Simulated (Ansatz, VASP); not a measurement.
# Cross-check of CoSnS2IBr (1T-SnS2 under 1T-CoBrI, AA') between VASP and Ansatz, part 2 of 2

Aim: how closely do two programs agree when they are given the same cell, functional and k mesh? The structure shown is the start of the Ansatz relaxation below; VASP solves that cell, so the two are compared at the walk's first step.

VASP 6.6.1 and Ansatz 0.2.0.

So far: The starting structure; Ansatz: relaxation, PBEsol with D3(BJ).

## (3) VASP: single point, PBEsol with D3(BJ), start cell

Level of this step: PBEsol with D3(BJ), spin-polarised from a ferromagnetic start; plane waves and PAW (S, Sn_d, I, Co, Br) (VASP).

The same cell, functional, mesh and smearing now go to VASP, with its own data sets.

Lines of VASP's logs that name or quote its potential files are left out, and so is its time.

Input file INCAR:

```
SYSTEM = CoSnS2IBr
PREC = Accurate
ENCUT = 520
EDIFF = 1E-06
NELM = 200
ISMEAR = -1
SIGMA = 0.05
LREAL = .FALSE.
ALGO = Normal
GGA = PS
IVDW = 12
NBANDS = 34
ISPIN = 2
MAGMOM = 0.01 0.01 0.01 0.01 0.82 0.04
LASPH = .TRUE.
LMAXMIX = 4
LORBIT = 11
LWAVE = .FALSE.
LCHARG = .FALSE.
ISIF = 2
LDIPOL = .TRUE.
IDIPOL = 3
DIPOL = 0.5 0.5 0.496
LVHAR = .TRUE.
GGA_COMPAT = .FALSE.
NELMDL = -8
KPAR = 2
```

Input file POSCAR:

```
CoSnS2IBr
1.0
    3.6901000000      0.0000000000      0.0000000000
   -1.8450500000      3.1957210000      0.0000000000
    0.0000000000      0.0000000000     46.2278060000
S Sn I Co Br
2 1 1 1 1
Direct
    0.6666666145      0.3333332290      0.4174976420
    0.3333333855      0.6666667710      0.4567633385
    0.0000000000      0.0000000000      0.4371304794
    0.6666666145      0.3333332290      0.5249041454
    0.3333333855      0.6666667710      0.5575807989
    0.0000000000      0.0000000000      0.5825023580
```

Input file KPOINTS:

```
Automatic mesh
0
Gamma
12 12 1
0 0 0
```

The projector-augmented-wave data sets are S, Sn_d, I, Co and Br (PBE family, release 64).

Launch:

```bash
$ mpirun -np 2 vasp_std
```

Numbers of over 12 decimals in the logs are rounded to 6 here.

The log of the run:

```text
[banner, memory and clock lines left out]
running    2 mpi-ranks, on    1 nodes
 distrk:  each k-point on    1 cores,    2 groups
 distr:  one band on    1 cores,    1 groups

 POSCAR found type information on POSCAR S SnI CoBr
 POSCAR found :  5 types and       6 ions
|                                                                             |
|               ----> ADVICE to this user running VASP <----                  |
|                                                                             |
|     You enforced a specific xc type in the INCAR file but a different       |
|     [... a line on the potential file left out ...]
|     I HOPE YOU KNOW WHAT YOU ARE DOING!                                     |
|                                                                             |

 LDA part: xc-table for (Slater+PW92), standard interpolation
 POSCAR, INCAR and KPOINTS ok, starting setup
 FFT: planning ... GRIDC
 FFT: planning ... GRID_SOFT
 FFT: planning ... GRID
 WAVECAR not read
 entering main loop
       N       E                     dE             d eps       ncg     rms          rms(c)
DAV:   1     0.411698932513E+03    0.41170E+03   -0.18173E+04  2920   0.110E+03
DAV:   2     0.372662474005E+02   -0.37443E+03   -0.35846E+03  3486   0.257E+02
DAV:   3    -0.215031284990E+02   -0.58769E+02   -0.57821E+02  3388   0.114E+02
DAV:   4    -0.240822265761E+02   -0.25791E+01   -0.25485E+01  3478   0.276E+01
DAV:   5    -0.241635991954E+02   -0.81373E-01   -0.81300E-01  3918   0.465E+00
DAV:   6    -0.241651372435E+02   -0.15380E-02   -0.15378E-02  3614   0.590E-01
DAV:   7    -0.241651806468E+02   -0.43403E-04   -0.43402E-04  4064   0.104E-01
DAV:   8    -0.241651812525E+02   -0.60562E-06   -0.60503E-06  3430   0.122E-02    0.210E+01
DAV:   9    -0.370140132863E+02   -0.12849E+02   -0.63783E+01  3796   0.657E+01    0.332E+01
DAV:  10    -0.225593912482E+02    0.14455E+02   -0.11147E+01  3622   0.729E+01    0.114E+01
DAV:  11    -0.226679004772E+02   -0.10851E+00   -0.26171E+01  3956   0.235E+01    0.627E+00
DAV:  12    -0.222718152696E+02    0.39609E+00   -0.27984E+00  3632   0.133E+01    0.431E+00
DAV:  13    -0.223008312119E+02   -0.29016E-01   -0.80412E-01  3778   0.636E+00    0.279E+00
DAV:  14    -0.223913429252E+02   -0.90512E-01   -0.15840E-01  3224   0.219E+00    0.186E+00
[...]
DAV:  42    -0.225123503055E+02   -0.26436E-04   -0.45369E-07  2268   0.439E-03    0.235E-03
DAV:  43    -0.225123734555E+02   -0.23150E-04   -0.22533E-07  2202   0.280E-03    0.280E-03
DAV:  44    -0.225123926257E+02   -0.19170E-04   -0.12438E-07  2226   0.256E-03    0.240E-03
DAV:  45    -0.225124156083E+02   -0.22983E-04   -0.11426E-07  2066   0.173E-03    0.104E-03
DAV:  46    -0.225124230788E+02   -0.74705E-05   -0.32417E-08  2186   0.104E-03    0.939E-04
DAV:  47    -0.225124277308E+02   -0.46520E-05   -0.14538E-08  2056   0.122E-03    0.833E-04
DAV:  48    -0.225124350692E+02   -0.73384E-05   -0.30952E-08  2058   0.116E-03    0.293E-04
DAV:  49    -0.225124357672E+02   -0.69805E-06   -0.10400E-08  2290   0.655E-04
   1 F= -.24028799E+02 E0= -.24018074E+02  d E =-.214503E-01  mag=     1.0004
```

OUTCAR, selected parts (step 3):

```text
ion  position               nearest neighbor table
   1  0.667  0.333  0.417-   3 2.32   3 2.32   3 2.32
   2  0.333  0.667  0.457-   3 2.32   3 2.32   3 2.32
   3  0.000  0.000  0.437-   1 2.32   1 2.32   2 2.32   2 2.32   1 2.32   2 2.32
   4  0.667  0.333  0.525-   5 2.61   5 2.61   5 2.61
   5  0.333  0.667  0.558-   6 2.42   6 2.42   6 2.42   4 2.61   4 2.61   4 2.61
   6  0.000  0.000  0.583-   5 2.42   5 2.42   5 2.42

  LATTYP: Found a hexagonal cell.
 ALAT       =     3.6901000000
 C/A-ratio  =    12.5275212054

 Subroutine GETGRP returns: Found  6 space group operations
 (whereof  6 operations were pure point group operations)

The static configuration has the point symmetry C_3v.

 Found     19 irreducible k-points:

   k-points           NKPTS =     19   k-points in BZ     NKDIM =     19   number of bands    NBANDS=     34

   dimension x,y,z NGX =    28 NGY =   28 NGZ =  350
   dimension x,y,z NGXF=    56 NGYF=   56 NGZF=  700

   ENCUT  =  520.0 eV  38.22 Ry    6.18 a.u.   6.86  6.86 85.95*2*pi/ulx,y,z

   NELECT =      49.0000    total number of electrons

 k-points in reciprocal lattice and weights: Automatic mesh
   0.00000000  0.00000000  0.00000000       0.007
   0.08333333  0.00000000  0.00000000       0.042
   0.16666667 -0.00000000  0.00000000       0.042
   0.25000000 -0.00000000  0.00000000       0.042
   0.33333333 -0.00000000  0.00000000       0.042
   0.41666667 -0.00000000  0.00000000       0.042
   0.50000000 -0.00000000  0.00000000       0.021
   0.08333333  0.08333333  0.00000000       0.042
   0.16666667  0.08333333  0.00000000       0.083
[...]
0.33333333  0.25000000  0.00000000       0.083
   0.33333333  0.33333333  0.00000000       0.014

 dipolmoment           0.000000      0.000000      0.035982 electrons x Angstroem

 average (electrostatic) potential at core
       1 -94.3698       2 -94.3935       3-110.0410       4 -98.6620       5 -89.9572
       6 -68.6453

 E-fermi :  -1.9525

 spin component 1
 k-point     1 :       0.0000    0.0000    0.0000
  band No.  band energies     occupation
    ...
     20      -3.7163      1.00000
     21      -3.7163      1.00000
     22      -3.4382      1.00000
     23      -3.4382      1.00000
     24      -2.9596      1.00000
     25      -1.7710      0.02579
     26      -1.3836      0.00001
     27      -1.3836      0.00001
     28       0.0295      0.00000
     29       1.0209      0.00000
    ...

 k-point     2 :       0.0833    0.0000    0.0000
  band No.  band energies     occupation
    ...
     20      -4.0030      1.00000
     21      -3.8764      1.00000
     22      -3.4246      1.00000
     23      -3.2177      1.00000
     24      -2.8217      1.00000
     25      -1.7038      0.00687
     26      -1.4610      0.00005
     27      -1.3194      0.00000
     28       0.0914      0.00000
     29       0.9128      0.00000
    ...

 k-point     3 :       0.1667   -0.0000    0.0000
  band No.  band energies     occupation
    ...
     21      -3.6359      1.00000
     22      -3.4119      1.00000
     23      -3.0308      1.00000
     24      -2.7400      1.00000
     25      -2.1980      0.99268
     26      -1.6108      0.00107
     27      -0.7995      0.00000
     28       0.2035      0.00000
     29       1.3986      0.00000
     30       1.6823      0.00000
    ...

 k-point     4 :       0.2500   -0.0000    0.0000
  band No.  band energies     occupation
    ...
     21      -3.7702      1.00000
     22      -3.4477      1.00000
     23      -3.0167      1.00000
     24      -2.8301      1.00000
     25      -2.2985      0.99901
     26      -1.6945      0.00571
     27      -0.7691      0.00000
     28       0.4000      0.00000
     29       2.2529      0.00000
     30       2.5241      0.00000
    ...

 k-point     5 :       0.3333   -0.0000    0.0000
  band No.  band energies     occupation
    ...
     21      -4.0574      1.00000
     22      -3.4928      1.00000
     23      -3.1202      1.00000
     24      -2.9568      1.00000
     25      -2.1334      0.97383
     26      -1.6905      0.00527
     27      -0.8777      0.00000
     28       0.7416      0.00000
     29       1.8018      0.00000
     30       3.1150      0.00000
    ...

 k-point     6 :       0.4167   -0.0000    0.0000
  band No.  band energies     occupation
    ...
     20      -4.5755      1.00000
     21      -3.9711      1.00000
     22      -3.5125      1.00000
     23      -3.2271      1.00000
     24      -3.0954      1.00000
     25      -1.9455      0.46513
     26      -1.6618      0.00298
     27      -0.9789      0.00000
     28       0.8932      0.00000
     29       1.6125      0.00000
    ...

 Edisp (eV)   -1.51636

  Total      16.70180    16.70180    10.75213    -0.00000     0.00000     0.00000
  in kB      49.08667    49.08669    31.60057    -0.00000     0.00000     0.00000
  external pressure =       43.26 kB  Pullay stress =        0.00 kB

  energy-cutoff  :      520.00
  volume of cell :      545.14
      direct lattice vectors                 reciprocal lattice vectors
     3.690100000  0.000000000  0.000000000     0.270995366  0.156459215  0.000000000
    -1.845050000  3.195721000  0.000000000     0.000000000  0.312918431  0.000000000
     0.000000000  0.000000000 46.227806000     0.000000000  0.000000000  0.021632002

 POSITION                                       TOTAL-FORCE (eV/Angst)
 -----------------------------------------------------------------------------------
      1.84505      1.06524     19.30000        -0.000000      0.000000     -5.834609
     -0.00000      2.13048     21.11517         0.000000     -0.000000      5.860619
      0.00000      0.00000     20.20758         0.000000      0.000000      0.053745
      1.84505      1.06524     24.26517        -0.000000      0.000000      0.084527
     -0.00000      2.13048     25.77574        -0.000000      0.000000     -0.811196
      0.00000      0.00000     26.92781         0.000000     -0.000000      0.646914
 -----------------------------------------------------------------------------------
    total drift:                                0.000000      0.000139      0.000906

  FREE ENERGIE OF THE ION-ELECTRON SYSTEM (eV)
  ---------------------------------------------------
  free  energy   TOTEN  =       -24.0287989772 eV

  energy  without entropy=      -24.0073486645  energy(sigma->0) =      -24.01807382

 vacuum level on the upper side and lower side of the slab         3.011         2.459

 total charge
# of ion       s       p       d       tot
------------------------------------------
    1        1.355   2.516   0.000   3.872
    2        1.357   2.511   0.000   3.868
    3        1.031   1.436  10.390  12.856
    4        1.518   2.710   0.057   4.285
    5        0.345   0.402   7.412   8.159
    6        1.606   3.190   0.054   4.850
--------------------------------------------------
tot          7.213  12.765  17.912  37.890

 magnetization (x)
# of ion       s       p       d       tot
------------------------------------------
    1        0.000  -0.000   0.000   0.000
    2        0.000   0.000   0.000   0.000
    3        0.001   0.000   0.000   0.001
    4        0.006  -0.001   0.007   0.011
    5        0.003   0.004   0.866   0.874
    6        0.009   0.031   0.001   0.041
--------------------------------------------------
tot          0.019   0.035   0.874   0.928

[... 6 further parts left out ...]
```

The cell holds one magnetic atom, so no antiferromagnetic order fits into it.

## (4) Side by side

Known differences besides the potentials themselves: VASP starts from the moments at which Ansatz ended; Ansatz cuts the interaction across the vacuum, VASP repeats the sheet with a dipole correction; the data sets hold 67 valence electrons in Ansatz (on its default PAW (the set named soft_2) files) and 49 in VASP; the cutoff is 420 eV in Ansatz and 520 eV in VASP; Ansatz makes its cores anew for this functional, VASP keeps those of its PBE data sets. Total energies have different zeros and are not compared.

Forces (eV/Å; atoms numbered as in POSCAR):

```csv
atom,"Ansatz x, y, z","VASP x, y, z"
S1,"0.000, 0.000, -5.839","0.000, 0.000, -5.835"
S2,"0.000, 0.000, 5.867","0.000, 0.000, 5.861"
Sn3,"0.000, 0.000, 0.053","0.000, 0.000, 0.054"
I4,"0.000, 0.000, 0.088","0.000, 0.000, 0.085"
Co5,"0.000, 0.000, -0.806","0.000, 0.000, -0.811"
Br6,"0.000, 0.000, 0.637","0.000, 0.000, 0.647"
```

The forces differ by 3.3 meV/Å r.m.s., which is 0.2 % of the r.m.s. force of 1.965 eV/Å (both taken over all components). Moments aren't recorded for both runs of this pair, so they may hold unlike magnetic states. With vacuum in the cell, a pressure given here is an average over mostly empty space and none of the material.

## (5) Outcome

```json
{"r.m.s. force difference (single point, PBEsol with D3(BJ), start cell)": "0.17 % of the r.m.s. force"}
```

What this shows: The r.m.s. force difference is 0.17 % of the r.m.s. force (single point, PBEsol with D3(BJ), start cell), within the 3 % picked in this series as the mark of a large difference. The data sets hold unlike numbers of valence electrons (67 in Ansatz and 49 in VASP), so part of the differences comes from the potentials. 1 further run of this series is not shown here. Such differences can come from data sets, numerical settings and the points named under the comparisons, not from the functional's error against experiment.

[Lines on the potential files, build, host, timing and source positions are cut from VASP's logs without a mark.]

[Logs are printed without paths, hosts, clocks, repeated set-up lines and the standing remarks that a program may print on its own settings, such as how far it seeks lower states.]

[Hosts, paths, dates, database ids (printed as entryN), source tags and the programs' standing remarks are cut or masked in the printed files.]
